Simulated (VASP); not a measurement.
Data:

```xyz
2
Lattice="0.0000 2.4391 2.4391 2.4391 0.0000 2.4391 2.4391 2.4391 0.0000" Properties=species:S:1:pos:R:3 pbc="T T T"
Be     4.8781     4.8781     4.8781
S      1.2195     1.2195     1.2195
```

These are PBE GGA, VASP's PBE PAW potentials (set 64) (plane waves; VASP) values and carry that method's errors. Run with 480 eV cut-off, 8×8×8 Γ-centred mesh, Gaussian smearing of 0.050 eV, potentials Be S.

Q: Estimate the energy per atom (σ→0), band gap (on the k-mesh) with the smallest direct gap where there is one.

A: 
| Quantity | Result |
|---|---|
| band gap (on the k-mesh) | 3.15 eV |
| smallest direct gap (on the k-mesh) | 5.68 eV |
| energy per atom (σ→0) | -483.1 kJ/mol-atom |

Total energies compare only between runs with the same potentials, cut-off and functional.

The compound is BeS in the zinc blende structure. It was relaxed first.
